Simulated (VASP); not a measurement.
# LiCuAuO2 (Cm) in VASP: reference runs, part 2 of 2

VASP 6.6.1. Earlier steps stand in the parts before.

### Step 3. Single point, PBE (atoms moved at random, drawn with an rms of 0.05 Å)

The input, INCAR:

```
SYSTEM = LiCuAuO2
  PREC = Accurate
  ENCUT = 520
  EDIFF = 1E-7
  ISMEAR = -1
  SIGMA = 0.05
  LREAL = .FALSE.
  LASPH = .TRUE.
  NELM = 100
  ALGO = Normal
  ISIF = 2
  LWAVE = .FALSE.
  LCHARG = .TRUE.
  GGA = PE
  LELF = .TRUE.
  LVHAR = .TRUE.
  NBANDS = 26
```

The input, KPOINTS:

```
regular mesh
0
G
  9 9 4
  0 0 0
```

The input, POSCAR:

```
LiCuAuO2
1.0
    2.8351857308     -1.6558957482      0.0000000000
    2.8351857308      1.6558957482      0.0000000000
   -2.0377817712      0.0000000000      7.2875720081
Au Cu O Li
1 1 2 1
Direct
    0.9820690000      0.9903520000      0.9524340000
    0.5361480000      0.5303930000      0.6352110000
    0.8846390000      0.8699360000      0.6452590000
    0.0935570000      0.0752110000      0.2247490000
    0.4291590000      0.4228260000      0.2446050000
```

Potentials or basis: VASP PAW PBE potentials, release 64 (Au, Cu, O, Li_sv).

The run is started by

```
> cat potpaw_PBE.64/Au/POTCAR potpaw_PBE.64/Cu/POTCAR potpaw_PBE.64/O/POTCAR potpaw_PBE.64/Li_sv/POTCAR > POTCAR
> mpirun -np 1 vasp_std > vasp.out
```

OUTCAR:

```text
SYSTEM = LiCuAuO2
   PREC = Accurate
   ENCUT = 520
   EDIFF = 1E-7
   ISMEAR = -1
   LREAL = .FALSE.
   LASPH = .TRUE.
   NELM = 100
   ISIF = 2
   GGA = PE

 ion  position               nearest neighbor table
   1  0.982  0.990  0.952-   4 1.99   3 2.24   5 2.84   5 2.85   5 2.87   2 2.97   2 3.00   2 3.01

   2  0.536  0.530  0.635-   3 1.88   3 1.90   3 1.93   1 2.97   1 3.00   1 3.01
   3  0.885  0.870  0.645-   2 1.88   2 1.90   2 1.93   1 2.24
   4  0.094  0.075  0.225-   5 1.89   5 1.90   5 1.93   1 1.99
   5  0.429  0.423  0.245-   4 1.89   4 1.90   4 1.93   1 2.84   1 2.85   1 2.87

  LATTYP: Found a base centered monoclinic cell.
 ALAT       =     5.6703714616
 B/A-ratio  =     0.5840519477
 C/A-ratio  =     1.3345011156
 COS(beta)  =    -0.2692943376

  Lattice vectors:

 A1 = (   2.8351857308,  -1.6558957482,   0.0000000000)
 A2 = (   2.8351857308,   1.6558957482,   0.0000000000)
 A3 = (  -2.0377817712,   0.0000000000,   7.2875720081)

Analysis of symmetry for initial positions (statically):
=====================================================================
 Subroutine PRICEL returns:
 Original cell was already a primitive cell.

[... 178 lines left out ...]
 cond. band min:       2.8964911155   @ k =  -0.1111  -0.2222   0.5000
 fundamental gap:      0.0099410424
 Fermi energy:         2.8937324186

 k-point     1 :       0.0000    0.0000    0.0000
  band No.  band energies     occupation
      1     -39.7850      2.00000
      2     -16.0363      2.00000
      3     -13.4017      2.00000
      4      -3.0265      2.00000
      5      -2.6990      2.00000
      6      -2.6150      2.00000
[... 685 lines left out ...]
     25      14.0891      0.00000
     26      15.7936      0.00000

 [... further k-points ...]

------------------------ aborting loop because EDIFF is reached ----------------------------------------

  FORCE on cell =-STRESS in cart. coord.  units (eV):
  Direction    XX          YY          ZZ          XY          YZ          ZX
  --------------------------------------------------------------------------------------
  -------------------------------------------------------------------------------------
  Total       -0.3715665      0.2683996     -0.7405730     -0.0994396     -0.0001559     -0.0821657
  in kB       -8.7000115      6.2844194    -17.3400801     -2.3283191     -0.0036505     -1.9238613
  external PRESSURE =      -6.5852241 kB  Pullay stress =       0.0000000 kB

 VOLUME and BASIS-vectors are now :
 -----------------------------------------------------------------------------
  energy-cutoff  :      520.00
  volume of cell :       68.43
      direct lattice vectors                 reciprocal lattice vectors
     2.835185731 -1.655895748  0.000000000     0.176355289 -0.301951376  0.049313213
     2.835185731  1.655895748  0.000000000     0.176355289  0.301951376  0.049313213
    -2.037781771  0.000000000  7.287572008     0.000000000  0.000000000  0.137219913

 POSITION                                       TOTAL-FORCE (eV/Angst)
 -----------------------------------------------------------------------------------
      3.65133      0.01372      6.94093         0.017481     -0.150201     -0.556946
      1.72942     -0.00953      4.62915         0.245277     -0.177972      0.100263
      3.65965     -0.02435      4.70237        -0.278952      0.248358      0.527961
      0.02050     -0.03038      1.63787        -0.021634      0.160360     -0.175533
      1.91708     -0.01049      1.78258         0.037829     -0.080544      0.104255
 -----------------------------------------------------------------------------------
    total drift:                                0.001039      0.002229      0.000096

  FREE ENERGIE OF THE ION-ELECTRON SYSTEM (eV)
  ---------------------------------------------------
  free  energy   TOTEN  =       -22.0704407484 eV

  energy  without entropy=      -22.0389575650  energy(sigma->0) =      -22.05469916
```

OSZICAR:

```text
N       E                     dE             d eps       ncg     rms          rms(c)
DAV:   1     0.332541688196E+03    0.33254E+03   -0.17282E+04  8492   0.167E+03
[... 12 lines left out ...]
DAV:  14    -0.220706821032E+02   -0.59956E-04   -0.78534E-03 13176   0.146E+00    0.190E-01
DAV:  15    -0.220704617913E+02    0.22031E-03   -0.11228E-03 12968   0.458E-01    0.680E-02
DAV:  16    -0.220704440849E+02    0.17706E-04   -0.19773E-04 12852   0.294E-01    0.185E-02
DAV:  17    -0.220704422947E+02    0.17902E-05   -0.19222E-05 12806   0.919E-02    0.146E-02
DAV:  18    -0.220704411520E+02    0.11426E-05   -0.57115E-06 13040   0.226E-02    0.650E-03
DAV:  19    -0.220704410034E+02    0.14865E-06   -0.68371E-07 11464   0.142E-02    0.449E-03
DAV:  20    -0.220704407306E+02    0.27278E-06   -0.10585E-06  7954   0.203E-02    0.568E-04
DAV:  21    -0.220704407484E+02   -0.17802E-07   -0.18234E-07  6726   0.286E-03
   1 F= -.22070441E+02 E0= -.22054699E+02  d E =-.314832E-01
```

stdout:

```text
POSCAR found type information on POSCAR AuCuO Li
 POSCAR found :  4 types and       5 ions
 scaLAPACK will be used
 LDA part: xc-table for (Slater+PW92), standard interpolation
 POSCAR, INCAR and KPOINTS ok, starting setup
 FFT: planning ... GRIDC
 FFT: planning ... GRID_SOFT
 FFT: planning ... GRID
 WAVECAR not read
 entering main loop
```

It took 2.6 min on 1 thread of Intel Xeon 6975P-C (Granite Rapids), shared host; peak memory 0.41 GiB.

Results:

```
Free energy            : -22.0704 eV
Largest force          : 0.647 eV/Å
Band gap on the k mesh : none (metal or under the smearing width)
```

Forces on the atoms (eV/Å):
```
Au   0.017 -0.150 -0.557
Cu   0.245 -0.178  0.100
O   -0.279  0.248  0.528
O   -0.022  0.160 -0.176
Li   0.038 -0.081  0.104
```

Caveat: the cutoff is under 1.25 times the usual one of these potentials, so pressure, stress and relaxed cells hold a basis-set (Pulay) error; an odd number of electrons without spin polarisation forces a metal; a magnetic or distorted state may lie lower; the run has no spin polarisation, though such a crystal can be magnetic; semilocal functionals often make such compounds metallic where correlation or magnetic order opens a gap, which also shifts bond lengths. The run has no spin-orbit coupling, so splittings on Au are missing.
